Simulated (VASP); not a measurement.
```
TcAs
1.0
    5.38453     0.00000     0.00000
   -2.69227     4.66314     0.00000
    0.00000     0.00000     4.34486
Tc As
3 3
Direct
  0.50000   0.00000   0.00000
  0.50000   0.50000   0.00000
  0.00000   0.50000   0.00000
  0.00000   0.00000   0.00000
  0.33333   0.66667   0.50000
  0.66667   0.33333   0.50000
```

Level of theory: PBE GGA, VASP's PBE PAW potentials (set 64) (plane waves; VASP). Run with 300 eV cut-off, 3×3×3 Γ-centred mesh, Gaussian smearing of 0.27 eV, potentials Tc_pv As.

At this cut-off the stress carries a Pulay error, which pulls relaxed volumes low.

Q: Give the stress tensor in GPa (positive for a compressed cell).

A: 
```
 -2.56    0.00    0.00
  0.00   -2.56    0.00
  0.00    0.00  -11.22
```
The pressure is its mean diagonal, -5.45 GPa.

The structure was generated: TcAs was put into an ordered model structure, which need not be its known phase. The cell was not relaxed at this level. The k-mesh is coarse (spacing up to 0.48 per Å, 2π included), so the numbers may not be converged in it. VASP warned that the highest band is occupied, so more bands are needed.
